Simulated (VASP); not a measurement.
Data:

```
CELL_PARAMETERS angstrom
      1.78227    -3.08698     0.00000
      1.78227     3.08698     0.00000
      0.00000     0.00000     5.47667
ATOMIC_POSITIONS crystal
  Ho 0.33333 0.66667 0.25000
  Ho 0.66667 0.33333 0.75000
```

These are rev-vdW-DF2, VASP's PBE PAW potentials (set 64) (plane waves; VASP 6.6.1) values and carry that method's errors. Settings: 520 eV cut-off, Gaussian smearing of 0.050 eV, potentials Ho_3.

The 4f electrons are frozen in the core of the lanthanide potential, so 4f levels, which can set the real gap, and their magnetism are missing.

Task: Predict the band gap (along the path) with the smallest direct gap where there is one.

Result: 
```yaml
band gap (along the path): none (metal, semimetal or under 0.01 eV)
```

The absolute energy has meaning only against runs of the same code, potentials and settings.

The compound is Ho in the hcp structure. It was relaxed first.
